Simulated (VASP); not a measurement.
Data:

```
CELL_PARAMETERS angstrom
      0.00000     2.96109     2.96109
      2.96109     0.00000     2.96109
      2.96109     2.96109     0.00000
ATOMIC_POSITIONS crystal
  Ba 0.00000 0.00000 0.00000
  O  0.25000 0.25000 0.25000
```

Calculation: PBEsol GGA, VASP's PBE PAW potentials (set 64) (plane waves; VASP). Settings: 620 eV cut-off, 8×8×8 Γ-centred mesh, Gaussian smearing of 0.050 eV, potentials Ba_sv O.

Unless said otherwise, spin-orbit coupling is left out, though it shifts the bands of the heavy elements here.

Q: Predict the energy per atom (σ→0), band gap (on the k-mesh) with the smallest direct gap where there is one.

A: 
```yaml
band gap (on the k-mesh): 2.22 eV
smallest direct gap (on the k-mesh): 3.43 eV
energy per atom (σ→0): -6.123 eV/atom
```

Total energies compare only between runs with the same potentials, cut-off and functional.

The structure was generated: BaO was put into the zinc blende type (F-43m), which need not be its known phase. It was relaxed first, which changed the volume by -24 %.
